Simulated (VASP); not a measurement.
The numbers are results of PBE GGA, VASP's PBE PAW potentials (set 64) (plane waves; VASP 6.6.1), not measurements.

Input for VASP

### INCAR
```
SYSTEM = Re
PREC = Accurate
ENCUT = 500
EDIFF = 1E-6
NELM = 100
ALGO = Normal
LREAL = .FALSE.
LASPH = .TRUE.
ISMEAR = 1
SIGMA = 0.1
GGA = PE
LMAXMIX = 6
LWAVE = .FALSE.
LCHARG = .FALSE.
IBRION = 2
ISIF = 3
NSW = 40
EDIFFG = -0.02
```

File POSCAR:
```
Re
1.0
  1.3861266704  -2.4008417029   0.0000000000
  1.3861266704   2.4008417029   0.0000000000
  0.0000000000   0.0000000000   4.4856314381
Re
2
Cartesian
  1.3861266704   0.8002821682   1.1214078595
  1.3861266704  -0.8002821682   3.3642235786
```

KPOINTS:
```
Automatic mesh
0
Gamma
  15 15 8
0 0 0
```

POTCAR, in this order: Re (PBE.64 set). Program: vasp_std.

Unless said otherwise, spin-orbit coupling is left out, though it shifts the bands of the heavy elements here.

Q: What does the run give for the energy per atom (σ→0), volume per atom, band gap (on the k-mesh)?

A: 
| Quantity | Value |
|---|---|
| energy per atom (σ→0) | -12.427 eV/atom |
| band gap (on the k-mesh) | none (metal, semimetal or under 0.01 eV) |
| volume per atom | 14.93 Å³/atom |

### OSZICAR
```
...
DAV:   4    -0.248529208850E+02   -0.19917E-06   -0.43321E-06  4177   0.245E-02
   2 F= -.24852921E+02 E0= -.24853222E+02  d E =0.167548E-04
       N       E                     dE             d eps       ncg     rms          rms(c)
DAV:   1    -0.248530759534E+02   -0.15527E-03   -0.83389E-03  4535   0.345E+00    0.624E-02
DAV:   2    -0.248530110812E+02    0.64872E-04   -0.94869E-05  5558   0.132E-01    0.289E-02
DAV:   3    -0.248529915771E+02    0.19504E-04   -0.42441E-05  5534   0.993E-02    0.549E-03
DAV:   4    -0.248529915969E+02   -0.19769E-07   -0.59546E-07  2329   0.128E-02
   3 F= -.24852992E+02 E0= -.24853288E+02  d E =-.539570E-04
```

The compound is Re in the hcp structure. This run relaxes it. Symmetry was kept, so distortions that lower it aren't found.
